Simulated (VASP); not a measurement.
**TaF3: single point with PBE+U**

The system is TaF3.

```
CELL_PARAMETERS angstrom
3.90120 0.00000 0.00000
0.00000 3.90120 0.00000
0.00000 0.00000 3.90120
ATOMIC_POSITIONS crystal
Ta 0.00000 0.00000 0.00000
F 0.50000 0.00000 0.00000
F 0.00000 0.50000 0.00000
F 0.00000 0.00000 0.50000
```

- Program: VASP 6.6.1
- Task: single point
- Functional: PBE
- Potentials or basis: VASP PAW PBE potentials, release 64 (Ta_pv, F)
- Cutoff: 520 eV
- k mesh: 5 × 5 × 5
- Occupations: gaussian, width 0.05 eV
- Spin: collinear spin, typed start
- Starting moments: [2.0, 0.0, 0.0, 0.0] μB
- Hubbard terms: Ta d U = 5.0 eV
- Dipole correction: no
- Further INCAR settings: ALGO = Fast; EDIFF = 1e-07; NBANDS = 28

```yaml
Pressure: 38.2 GPa
Band_gap_on_the_k_mesh: none (metal or under the smearing width)
Net_moment: 2.00 μB per cell
Site_moments: Ta +1.59; F +0.01 μB
Valence_electrons_inside_the_program's_atomic_spheres: Ta 9.03; F 6.19
```

Levels at points of the mesh, in eV from the Fermi level:
Spin up:
```tsv
k point	band 14	band 15	band 16	band 17	band 18	band 19	band 20	band 21	band 22	band 23
(0.00, 0.00, 0.00)	-8.70	-8.70	-2.08	-2.08	-2.08	-0.32	3.78	3.78	8.81	9.02
```
Spin down:
| k point | band 13 | band 14 | band 15 | band 16 | band 17 | band 18 |
| --- | --- | --- | --- | --- | --- | --- |
| (0.00, 0.00, 0.00) | -8.64 | -8.64 | -8.64 | 0.03 | 1.61 | 1.61 |

Eigenvalues of the final occupation matrices:
| site | spin | trace | eigenvalues |
| --- | --- | --- | --- |
| site 1 d | 1 | 2.08 | 0.18 0.18 0.57 0.57 0.57 |
| site 1 d | 2 | 0.49 | 0.05 0.05 0.05 0.17 0.17 |

It took 34 s on 1 thread of Intel(R) Xeon(R) Platinum 8488C (Sapphire Rapids) (shared host), peak memory 0.19 GiB.

Caveat: a pressure of tens of GPa on the cell as given is suspect, and the run, the potentials or the cell itself is likely at fault. Spin-orbit coupling is left out, which matters for the levels of Ta.
